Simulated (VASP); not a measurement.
Given:

```
CdHg3S4
1.0
    0.00129     5.87299     5.86826
    5.87299     0.00129     5.86826
    2.93714     2.93714     0.00000
Hg S Cd
3 4 1
Cartesian
  5.87428   5.87428  11.73441
  5.87693   8.80876   8.80246
  8.80876   5.87693   8.80246
  1.46857   1.46857   1.46616
  4.39768   1.47660   4.40925
  1.47660   4.39768   4.40925
  4.40571   4.40571   7.31823
  5.87428   5.87428   5.87211
```

The numbers are results of PBEsol GGA, VASP's PBE PAW potentials (set 64) (plane waves; VASP), not measurements. Run with 400 eV cut-off, 5×5×10 Γ-centred mesh, tetrahedra with Blöchl corrections, potentials Hg S Cd.

The cores are frozen, which limits the accuracy of field gradients.

Problem. Give the principal components of the electric field gradient (V/Å²) and the asymmetry η at each nucleus.

Solution. 
```csv
atom,Vxx,Vyy,Vzz,η
Hg1,5.1,1.8,-6.9,0.47
Hg2,3.3,2.6,-5.9,0.12
Hg3,3.3,2.6,-5.9,0.12
S4,-0.7,-0.4,1.1,0.26
S5,12.8,11.3,-24.1,0.06
S6,12.8,11.3,-24.1,0.06
S7,23.0,0.1,-23.1,0.99
Cd8,2.2,0.9,-3.1,0.43
```

The structure was generated: CdHg3S4 was put into an ordered model structure (Amm2), which need not be its known phase. It was relaxed first.
